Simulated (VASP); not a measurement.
Computed with LDA (Ceperley-Alder, Perdew-Zunger), VASP's LDA PAW potentials (set 64) (plane waves; VASP).

VASP ran on this input.

POSCAR:
```
ZnS
1
    0.0000000000     2.6492611861     2.6492611861
    2.6492611861     0.0000000000     2.6492611861
    2.6492611861     2.6492611861     0.0000000000
Zn S
1 1
Direct
  0.0000000000   0.0000000000   0.0000000000
  0.2500000000   0.2500000000   0.2500000000
```

INCAR:
```
! general
SYSTEM   =  ZnS
PREC     =  Accurate
ENCUT    =  500
LREAL    =  F
LASPH    =  T

! electronic loop
EDIFF    =  1E-6
NELM     =  100
ALGO     =  Normal
LMAXMIX  =  4

! smearing
ISMEAR   =  0
SIGMA    =  0.05

! ions
IBRION   =  2
NSW      =  40
ISIF     =  3
EDIFFG   =  -0.02

! output
LWAVE    =  F
LCHARG   =  F
```

KPOINTS:
```
K-points
0
Gamma
  9 9 9
0 0 0
```

POTCAR, in this order: Zn S (LDA.64 set). Program: vasp_std.

Task: Predict the energy per atom (σ→0), volume per atom, band gap (on the k-mesh).

Result: 
```
Quantity                           Value
------------------------  --------------
energy per atom (σ→0)     -4.104 eV/atom
band gap (on the k-mesh)         2.14 eV
volume per atom            18.65 Å³/atom
```

File OSZICAR:
```
...
       N       E                     dE             d eps       ncg     rms          rms(c)
DAV:   1    -0.820952901447E+01   -0.18124E-02   -0.22456E-02  1075   0.367E+00    0.303E-01
DAV:   2    -0.820797411673E+01    0.15549E-02   -0.55616E-03  1090   0.240E+00    0.118E-01
DAV:   3    -0.820779236021E+01    0.18176E-03   -0.21371E-04   975   0.173E-01    0.539E-02
DAV:   4    -0.820774521042E+01    0.47150E-04   -0.25753E-05  1096   0.931E-02    0.250E-02
DAV:   5    -0.820773796328E+01    0.72471E-05   -0.66786E-06  1354   0.538E-02    0.540E-03
DAV:   6    -0.820773778932E+01    0.17396E-06   -0.19313E-06   695   0.168E-02
   2 F= -.82077378E+01 E0= -.82077378E+01  d E =-.210997E-04
```

The compound is ZnS in the zinc blende structure. This run relaxes it. Symmetry was kept, so distortions that lower it aren't found.
